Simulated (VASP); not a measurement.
OSZICAR of a VASP run on Te$_{2}$Mo (relaxed from the layer:2H-MoS2 structure):

### OSZICAR
```
...
DAV:  55    -0.775998084297E+02   -0.44939E-04   -0.85650E-05   272   0.798E-02    0.256E-03
DAV:  56    -0.775998216676E+02   -0.13238E-04   -0.90038E-06   272   0.274E-02    0.216E-03
DAV:  57    -0.775997730325E+02    0.48635E-04   -0.24327E-05   272   0.421E-02    0.228E-03
DAV:  58    -0.775997986204E+02   -0.25588E-04   -0.21239E-05   272   0.482E-02    0.141E-03
DAV:  59    -0.775997767390E+02    0.21881E-04   -0.62054E-06   272   0.242E-02    0.142E-03
DAV:  60    -0.775998216846E+02   -0.44946E-04   -0.18624E-05   272   0.303E-02    0.547E-04
DAV:  61    -0.775998219611E+02   -0.27646E-06   -0.10248E-06   237   0.985E-03
   1 F= -.77599822E+02 E0= -.77599822E+02  d E =-.775998E+02
       N       E                     dE             d eps       ncg     rms          rms(c)
DAV:   1    -0.777574962453E+02   -0.15767E+00   -0.63924E+00   272   0.205E+01    0.289E+00
DAV:   2    -0.776740953054E+02    0.83401E-01   -0.65569E-01   304   0.442E+00    0.129E+00
DAV:   3    -0.776651245063E+02    0.89708E-02   -0.20055E-01   297   0.259E+00    0.554E-01
DAV:   4    -0.776593326255E+02    0.57919E-02   -0.65204E-02   306   0.133E+00    0.548E-01
DAV:   5    -0.776556610625E+02    0.36716E-02   -0.15203E-02   333   0.758E-01    0.943E-02
DAV:   6    -0.776557387444E+02   -0.77682E-04   -0.61690E-03   272   0.602E-01    0.492E-02
DAV:   7    -0.776568949112E+02   -0.11562E-02   -0.31548E-03   272   0.402E-01    0.395E-02
DAV:   8    -0.776576628534E+02   -0.76794E-03   -0.83672E-04   272   0.229E-01    0.195E-02
DAV:   9    -0.776579726409E+02   -0.30979E-03   -0.18649E-04   297   0.995E-02    0.110E-02
DAV:  10    -0.776582570313E+02   -0.28439E-03   -0.68008E-05   325   0.585E-02    0.797E-03
DAV:  11    -0.776585136685E+02   -0.25664E-03   -0.84194E-05   325   0.622E-02    0.371E-03
DAV:  12    -0.776585585553E+02   -0.44887E-04   -0.27241E-05   316   0.471E-02    0.402E-03
DAV:  13    -0.776585995644E+02   -0.41009E-04   -0.89178E-06   300   0.291E-02    0.105E-03
DAV:  14    -0.776586080728E+02   -0.85084E-05   -0.84105E-06   290   0.262E-02    0.202E-03
DAV:  15    -0.776586163941E+02   -0.83213E-05   -0.17020E-06   223   0.132E-02    0.121E-03
DAV:  16    -0.776586174106E+02   -0.10165E-05   -0.12619E-06   212   0.104E-02    0.586E-04
DAV:  17    -0.776586196804E+02   -0.22698E-05   -0.14419E-06   204   0.139E-02    0.540E-04
DAV:  18    -0.776586269270E+02   -0.72467E-05   -0.12647E-06   205   0.116E-02    0.479E-04
DAV:  19    -0.776586301809E+02   -0.32539E-05   -0.50008E-07   204   0.644E-03    0.135E-04
DAV:  20    -0.776586297023E+02    0.47863E-06   -0.34559E-07   190   0.522E-03
   2 F= -.77658630E+02 E0= -.77658630E+02  d E =-.588077E-01
       N       E                     dE             d eps       ncg     rms          rms(c)
DAV:   1    -0.784583608142E+02   -0.79973E+00   -0.45365E+01   272   0.546E+01    0.871E+00
DAV:   2    -0.779451852265E+02    0.51318E+00   -0.52785E+00   312   0.128E+01    0.381E+00
DAV:   3    -0.778074031826E+02    0.13778E+00   -0.14360E+00   288   0.680E+00    0.152E+00
DAV:   4    -0.777637736463E+02    0.43630E-01   -0.42355E-01   312   0.344E+00    0.165E+00
DAV:   5    -0.777362918871E+02    0.27482E-01   -0.11134E-01   326   0.202E+00    0.356E-01
DAV:   6    -0.777352779175E+02    0.10140E-02   -0.27744E-02   296   0.130E+00    0.135E-01
DAV:   7    -0.777393370771E+02   -0.40592E-02   -0.13008E-02   280   0.913E-01    0.113E-01
DAV:   8    -0.777415447333E+02   -0.22077E-02   -0.55325E-03   280   0.535E-01    0.663E-02
DAV:   9    -0.777429180112E+02   -0.13733E-02   -0.20273E-03   288   0.330E-01    0.325E-02
DAV:  10    -0.777436151940E+02   -0.69718E-03   -0.42008E-04   275   0.152E-01    0.261E-02
DAV:  11    -0.777449612705E+02   -0.13461E-02   -0.95321E-04   281   0.215E-01    0.118E-02
DAV:  12    -0.777451268089E+02   -0.16554E-03   -0.16047E-04   274   0.115E-01    0.920E-03
DAV:  13    -0.777453786015E+02   -0.25179E-03   -0.11452E-04   317   0.865E-02    0.700E-03
DAV:  14    -0.777454222796E+02   -0.43678E-04   -0.48194E-05   272   0.751E-02    0.614E-03
DAV:  15    -0.777454360873E+02   -0.13808E-04   -0.44597E-06   264   0.222E-02    0.375E-03
DAV:  16    -0.777454415746E+02   -0.54872E-05   -0.22782E-06   248   0.133E-02    0.160E-03
DAV:  17    -0.777454563344E+02   -0.14760E-04   -0.71812E-06   273   0.231E-02    0.118E-03
DAV:  18    -0.777454610592E+02   -0.47248E-05   -0.33781E-06   240   0.172E-02    0.153E-03
DAV:  19    -0.777454677621E+02   -0.67028E-05   -0.57172E-07   220   0.714E-03    0.351E-04
DAV:  20    -0.777454691487E+02   -0.13866E-05   -0.47730E-07   212   0.697E-03    0.662E-04
DAV:  21    -0.777454704733E+02   -0.13246E-05   -0.32975E-07   188   0.628E-03    0.222E-04
DAV:  22    -0.777454701152E+02    0.35816E-06   -0.18309E-07   180   0.460E-03
   3 F= -.77745470E+02 E0= -.77745470E+02  d E =-.145648E+00
       N       E                     dE             d eps       ncg     rms          rms(c)
DAV:   1    -0.778040490883E+02   -0.58579E-01   -0.35574E+00   272   0.153E+01    0.215E+00
DAV:   2    -0.777583935377E+02    0.45656E-01   -0.34142E-01   320   0.325E+00    0.951E-01
DAV:   3    -0.777536890857E+02    0.47045E-02   -0.98016E-02   306   0.189E+00    0.405E-01
DAV:   4    -0.777505612335E+02    0.31279E-02   -0.33395E-02   324   0.966E-01    0.417E-01
DAV:   5    -0.777485470357E+02    0.20142E-02   -0.83375E-03   333   0.564E-01    0.559E-02
DAV:   6    -0.777479216097E+02    0.62543E-03   -0.35324E-03   306   0.463E-01    0.390E-02
DAV:   7    -0.777487618070E+02   -0.84020E-03   -0.12763E-03   272   0.275E-01    0.282E-02
DAV:   8    -0.777495477534E+02   -0.78595E-03   -0.97402E-04   272   0.233E-01    0.137E-02
DAV:   9    -0.777498621839E+02   -0.31443E-03   -0.15372E-04   272   0.106E-01    0.833E-03
DAV:  10    -0.777501240851E+02   -0.26190E-03   -0.53791E-05   325   0.411E-02    0.603E-03
DAV:  11    -0.777502736381E+02   -0.14955E-03   -0.29108E-05   324   0.424E-02    0.307E-03
DAV:  12    -0.777503375130E+02   -0.63875E-04   -0.12153E-05   326   0.260E-02    0.197E-03
DAV:  13    -0.777503790197E+02   -0.41507E-04   -0.80721E-06   316   0.251E-02    0.723E-04
DAV:  14    -0.777503838223E+02   -0.48027E-05   -0.21216E-06   227   0.161E-02    0.820E-04
DAV:  15    -0.777503913960E+02   -0.75737E-05   -0.17622E-06   216   0.121E-02    0.380E-04
DAV:  16    -0.777503884474E+02    0.29486E-05   -0.10570E-06   213   0.923E-03    0.190E-04
DAV:  17    -0.777503921790E+02   -0.37316E-05   -0.65241E-07   212   0.698E-03    0.937E-05
DAV:  18    -0.777503922399E+02   -0.60966E-07   -0.14668E-07   172   0.404E-03
   4 F= -.77750392E+02 E0= -.77750392E+02  d E =-.150570E+00
       N       E                     dE             d eps       ncg     rms          rms(c)
DAV:   1    -0.777312603061E+02    0.19132E-01   -0.31635E+00   272   0.978E+00    0.132E+00
DAV:   2    -0.777405210699E+02   -0.92608E-02   -0.12511E-01   308   0.197E+00    0.617E-01
DAV:   3    -0.777507374815E+02   -0.10216E-01   -0.17012E-02   324   0.102E+00    0.320E-01
DAV:   4    -0.777574389664E+02   -0.67015E-02   -0.65445E-03   313   0.574E-01    0.117E-01
DAV:   5    -0.777572183927E+02    0.22057E-03   -0.13856E-03   296   0.247E-01    0.456E-02
DAV:   6    -0.777535724917E+02    0.36459E-02   -0.13088E-03   304   0.324E-01    0.157E-02
DAV:   7    -0.777540133050E+02   -0.44081E-03   -0.46543E-04   272   0.207E-01    0.981E-03
DAV:   8    -0.777537583576E+02    0.25495E-03   -0.38809E-04   272   0.204E-01    0.517E-03
DAV:   9    -0.777536069534E+02    0.15140E-03   -0.18198E-04   272   0.129E-01    0.591E-03
DAV:  10    -0.777533333024E+02    0.27365E-03   -0.53692E-04   272   0.230E-01    0.523E-03
DAV:  11    -0.777532257809E+02    0.10752E-03   -0.23389E-04   272   0.159E-01    0.183E-03
DAV:  12    -0.777533486932E+02   -0.12291E-03   -0.53361E-05   272   0.661E-02    0.144E-03
DAV:  13    -0.777535213545E+02   -0.17266E-03   -0.81946E-05   272   0.823E-02    0.106E-03
DAV:  14    -0.777535321962E+02   -0.10842E-04   -0.73037E-06   272   0.278E-02    0.468E-04
DAV:  15    -0.777535475553E+02   -0.15359E-04   -0.28088E-06   292   0.147E-02    0.580E-04
DAV:  16    -0.777535481426E+02   -0.58722E-06   -0.52447E-08   156   0.258E-03
   5 F= -.77753548E+02 E0= -.77753548E+02  d E =-.315590E-02
       N       E                     dE             d eps       ncg     rms          rms(c)
DAV:   1    -0.777625412330E+02   -0.89937E-02   -0.66640E-01   272   0.454E+00    0.520E-01
DAV:   2    -0.777676811450E+02   -0.51399E-02   -0.32589E-02   341   0.106E+00    0.309E-01
DAV:   3    -0.777623557884E+02    0.53254E-02   -0.69542E-03   272   0.684E-01    0.111E-01
DAV:   4    -0.777635897105E+02   -0.12339E-02   -0.14294E-03   272   0.295E-01    0.412E-02
DAV:   5    -0.777632818584E+02    0.30785E-03   -0.34698E-04   274   0.152E-01    0.201E-02
DAV:   6    -0.777637890038E+02   -0.50715E-03   -0.10361E-04   272   0.723E-02    0.102E-02
DAV:   7    -0.777640183626E+02   -0.22936E-03   -0.31968E-05   323   0.415E-02    0.457E-03
DAV:   8    -0.777641430519E+02   -0.12469E-03   -0.11492E-05   308   0.236E-02    0.359E-03
DAV:   9    -0.777642781702E+02   -0.13512E-03   -0.23881E-05   315   0.371E-02    0.584E-03
DAV:  10    -0.777643842333E+02   -0.10606E-03   -0.22633E-05   300   0.377E-02    0.183E-03
DAV:  11    -0.777644275437E+02   -0.43310E-04   -0.44023E-06   325   0.146E-02    0.134E-03
DAV:  12    -0.777644858172E+02   -0.58273E-04   -0.15759E-05   317   0.283E-02    0.925E-04
DAV:  13    -0.777645085868E+02   -0.22770E-04   -0.48477E-06   340   0.162E-02    0.617E-04
DAV:  14    -0.777645160779E+02   -0.74911E-05   -0.15880E-06   216   0.122E-02    0.438E-04
DAV:  15    -0.777645211388E+02   -0.50609E-05   -0.12093E-06   242   0.112E-02    0.178E-04
DAV:  16    -0.777645217141E+02   -0.57526E-06   -0.40802E-07   204   0.734E-03
   6 F= -.77764522E+02 E0= -.77764522E+02  d E =-.141295E-01
```

Task: Which electronic solver shows in the log?

Result: It is blocked Davidson (ALGO = Normal, or the opening steps of other solvers). The INCAR had ALGO = Normal.

Task: Can the final energy be trusted as converged?

Result: The calculation finished and met its thresholds. It stopped with EDIFF = 1E-6, NELM = 100, NSW = 60 and EDIFFG = -0.01 after 6 ionic steps (r2SCAN meta-GGA, plane waves, VASP's PBE PAW potentials (set 64)). The cell holds a wide vacuum, so values per volume refer to the whole cell.

The cell is a sheet with vacuum, built from a generated structure.
